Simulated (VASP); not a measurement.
# VASP 6.6.1, PBE single-point calculation, NaSrCl₃ (cubic perovskite)

INCAR

```
EDIFF = 1E-7
LASPH = .TRUE.
ENCUT = 520
PREC = Accurate
NELM = 120
LCHARG = .TRUE.
GGA = PE
LREAL = .FALSE.
LWAVE = .FALSE.
ISMEAR = -1
ISIF = 2
IBRION = -1
LELF = .TRUE.
NSW = 0
NBANDS = 27
SIGMA = 0.02
```

KPOINTS

```
KPOINTS created by Atomic Simulation Environment
0
Gamma
4 4 4
0 0 0
```

KPOINTS_OPT

```
special points
4
Reciprocal
0.0000000000 0.0000000000 0.0000000000 1
0.0000000000 0.5000000000 0.0000000000 1
0.5000000000 0.5000000000 0.0000000000 1
0.5000000000 0.5000000000 0.5000000000 1
```

POSCAR

```
Na Sr Cl
 1.0000000000000000
     5.6252683342671830   -0.0000000000000000    0.0000000000000000
    -0.0000000000000000    5.6252683342671830    0.0000000000000000
     0.0000000000000000    0.0000000000000000    5.6252683342671830
 Na  Sr  Cl
   1   1   3
Cartesian
 -0.0000000000000000 -0.0000000000000000 -0.0000000000000000
  2.8126341671335910  2.8126341671335910  2.8126341671335910
  2.8126341671335910  2.8126341671335910  0.0000000000000000
  2.8126341671335910 -0.0000000000000000  2.8126341671335910
 -0.0000000000000000  2.8126341671335910  2.8126341671335910
```

VASP ran with the recommended PBE PAW datasets (38 valence electrons in the cell).

Command

```
mpirun -np 1 vasp_std
```

From OUTCAR

```
k-points           NKPTS =     10   k-points in BZ     NKDIM =     10   number of bands    NBANDS=     27

   NELECT =      38.0000    total number of electrons

   dimension x,y,z NGX =    42 NGY =   42 NGZ =   42
   dimension x,y,z NGXF=    84 NGYF=   84 NGZF=   84

  energy-cutoff  :      520.00
  volume of cell :      178.00
      direct lattice vectors                 reciprocal lattice vectors
     5.625268334  0.000000000  0.000000000     0.177769297  0.000000000  0.000000000
     0.000000000  5.625268334  0.000000000     0.000000000  0.177769297  0.000000000
     0.000000000  0.000000000  5.625268334     0.000000000  0.000000000  0.177769297

 k-points in reciprocal lattice and weights: KPOINTS created by Atomic Simulation Env
   0.00000000  0.00000000  0.00000000       0.016
   0.25000000  0.00000000  0.00000000       0.094
   0.50000000  0.00000000  0.00000000       0.047
   0.25000000  0.25000000  0.00000000       0.188
   0.50000000  0.25000000  0.00000000       0.188
   0.50000000  0.50000000  0.00000000       0.047
   0.25000000  0.25000000  0.25000000       0.125
   0.50000000  0.25000000  0.25000000       0.188
   ...

 E-fermi :  -1.2133

 k-point     1 :       0.0000    0.0000    0.0000
  band No.  band energies     occupation
      1     -33.8047      2.00000
      2     -25.1830      2.00000
      3     -25.1830      2.00000
      4     -25.1830      2.00000
      5     -15.9417      2.00000
      6     -15.9417      2.00000
      7     -15.9417      2.00000
      8     -14.2964      2.00000
      9     -14.0941      2.00000
     10     -14.0941      2.00000
     11      -2.7974      2.00000
     12      -2.7974      2.00000
     13      -2.7974      2.00000
     14      -2.1290      2.00000
     15      -2.1290      2.00000
     16      -2.1290      2.00000
     17      -1.9365      2.00000
     18      -1.9365      2.00000
     19      -1.9365      2.00000
     20       1.9014      0.00000
     21       4.5022      0.00000
     22       4.5022      0.00000
     23       4.5022      0.00000
     24       6.0806      0.00000
     25       6.0806      0.00000
     26       6.4722      0.00000
     27       6.6334      0.00000

 k-point     2 :       0.2500    0.0000    0.0000
  band No.  band energies     occupation
      1     -33.8044      2.00000
      2     -25.1830      2.00000
      3     -25.1830      2.00000
      4     -25.1830      2.00000
      5     -16.1076      2.00000
      6     -15.9410      2.00000
      7     -15.9410      2.00000
      8     -14.2410      2.00000
      9     -14.0931      2.00000
     10     -13.8791      2.00000
     11      -3.0043      2.00000
     12      -2.7335      2.00000
     13      -2.7335      2.00000
     14      -2.3514      2.00000
     15      -2.2289      2.00000
     16      -2.2289      2.00000
     17      -2.1730      2.00000
     18      -1.9757      2.00000
     19      -1.9757      2.00000
     20       2.3829      0.00000
     21       4.5661      0.00000
     22       4.9331      0.00000
     23       4.9331      0.00000
     24       5.2246      0.00000
     25       6.3287      0.00000
     26       6.6428      0.00000
     27       6.8810      0.00000

 k-point     3 :       0.5000    0.0000    0.0000
  band No.  band energies     occupation
      1     -33.8041      2.00000
      2     -25.1831      2.00000
      3     -25.1830      2.00000
      4     -25.1830      2.00000
      5     -16.2423      2.00000
      6     -15.9404      2.00000
      7     -15.9404      2.00000
      8     -14.2276      2.00000
      9     -14.0921      2.00000
     10     -13.6482      2.00000
     11      -3.3071      2.00000
     12      -2.6118      2.00000
     13      -2.6118      2.00000
     14      -2.5989      2.00000
     15      -2.4069      2.00000
     16      -2.4069      2.00000
     17      -2.2158      2.00000
     18      -1.9900      2.00000
     19      -1.9900      2.00000
     20       3.1658      0.00000
     21       4.1753      0.00000
     22       4.6351      0.00000
     23       5.3971      0.00000
     24       5.3971      0.00000
     25       6.4285      0.00000
     26       6.7189      0.00000
     27       7.3474      0.00000

 k-point     4 :       0.2500    0.2500    0.0000
  band No.  band energies     occupation
      1     -33.8041      2.00000
      2     -25.1830      2.00000
      3     -25.1830      2.00000
      4     -25.1830      2.00000
      5     -16.1086      2.00000
      6     -16.1048      2.00000
      7     -15.9404      2.00000
      8     -14.1776      2.00000
      9     -13.9066      2.00000
     10     -13.8577      2.00000
     11      -3.1035      2.00000
     12      -2.8402      2.00000
     13      -2.6913      2.00000
     14      -2.6733      2.00000
     15      -2.2690      2.00000
     16      -2.2656      2.00000
     17      -2.2370      2.00000
     18      -2.0705      2.00000
     19      -1.9662      2.00000
     20       2.7568      0.00000
     21       4.9554      0.00000
     22       5.0560      0.00000
     23       5.0752      0.00000
     24       5.5902      0.00000
     25       5.7974      0.00000
     26       6.6436      0.00000
     27       6.7511      0.00000

 k-point     5 :       0.5000    0.2500    0.0000
  band No.  band energies     occupation
      1     -33.8038      2.00000
      2     -25.1831      2.00000
      3     -25.1830      2.00000
      4     -25.1830      2.00000
      5     -16.2414      2.00000
      6     -16.1058      2.00000
      7     -15.9397      2.00000
      8     -14.1673      2.00000
      9     -13.8821      2.00000
     10     -13.6473      2.00000
     11      -3.3702      2.00000
     12      -2.9351      2.00000
     13      -2.8488      2.00000
     14      -2.5530      2.00000
     15      -2.3992      2.00000
     16      -2.3928      2.00000
     17      -2.2466      2.00000
     18      -2.1246      2.00000
     19      -1.8957      2.00000
     20       3.3111      0.00000
     21       4.6223      0.00000
     22       5.1153      0.00000
     23       5.4201      0.00000
     24       5.4941      0.00000
     25       6.4652      0.00000
     26       6.5931      0.00000
     27       6.7234      0.00000

 k-point     6 :       0.5000    0.5000    0.0000
  band No.  band energies     occupation
      1     -33.8036      2.00000
      2     -25.1831      2.00000
      3     -25.1831      2.00000
      4     -25.1830      2.00000
      5     -16.2404      2.00000
      6     -16.2404      2.00000
      7     -15.9390      2.00000
      8     -14.1584      2.00000
      9     -13.6463      2.00000
     10     -13.6463      2.00000
     11      -3.5468      2.00000
     12      -3.1266      2.00000
     13      -3.0403      2.00000
     14      -2.3914      2.00000
     15      -2.3914      2.00000
     16      -2.3802      2.00000
     17      -2.3802      2.00000
     18      -2.3579      2.00000
     19      -1.7225      2.00000
     20       3.4946      0.00000
     21       5.2180      0.00000
     22       5.2180      0.00000
     23       5.7452      0.00000
     24       5.7452      0.00000
     25       5.9761      0.00000
     26       6.2229      0.00000
     27       6.9951      0.00000

 k-point     7 :       0.2500    0.2500    0.2500
  band No.  band energies     occupation
      1     -33.8039      2.00000
      2     -25.1830      2.00000
      3     -25.1830      2.00000
      4     -25.1830      2.00000
      5     -16.1096      2.00000
      6     -16.1040      2.00000
      7     -16.1040      2.00000
      8     -13.9571      2.00000
      9     -13.8568      2.00000
     10     -13.8568      2.00000
     11      -3.1959      2.00000
     12      -2.8370      2.00000
     13      -2.8370      2.00000
     14      -2.7381      2.00000
     15      -2.6018      2.00000
     16      -2.6018      2.00000
     17      -1.9953      2.00000
     18      -1.9953      2.00000
     19      -1.9320      2.00000
     20       2.9921      0.00000
     21       4.7908      0.00000
     22       5.4744      0.00000
     23       5.4744      0.00000
     24       5.9173      0.00000
     25       5.9173      0.00000
     26       6.0144      0.00000
     27       7.6481      0.00000

 ...

  Total        0.4451180      0.4451180      0.4451180      0.0000000      0.0000000     -0.0000000
  in kB        4.0064153      4.0064153      4.0064153      0.0000000      0.0000000     -0.0000000
  external PRESSURE =       4.0064153 kB  Pullay stress =       0.0000000 kB

 POSITION                                       TOTAL-FORCE (eV/Angst)
 -----------------------------------------------------------------------------------
      0.00000      0.00000      0.00000         0.000000      0.000000      0.000000
      2.81263      2.81263      2.81263         0.000000      0.000000      0.000000
      2.81263      2.81263      0.00000         0.000000      0.000000      0.000000
      2.81263      0.00000      2.81263         0.000000      0.000000      0.000000
      0.00000      2.81263      2.81263         0.000000      0.000000      0.000000
 -----------------------------------------------------------------------------------
    total drift:                                0.000000     -0.000000     -0.000000

  FREE ENERGIE OF THE ION-ELECTRON SYSTEM (eV)
  ---------------------------------------------------
  free  energy   TOTEN  =       -18.3864017563 eV

  energy  without entropy=      -18.3864017563  energy(sigma->0) =      -18.38640176
```

The gap between bands v and c is 3.62 eV, the least direct gap is 3.84 eV and the pressure is 0.4 GPa.

Band v is the last that the valence electrons fill when counted band by band, and c is the next.

The run took about 65 s on one core of a shared host (Intel Xeon Platinum 8488C) and held 0.27 GiB at most.
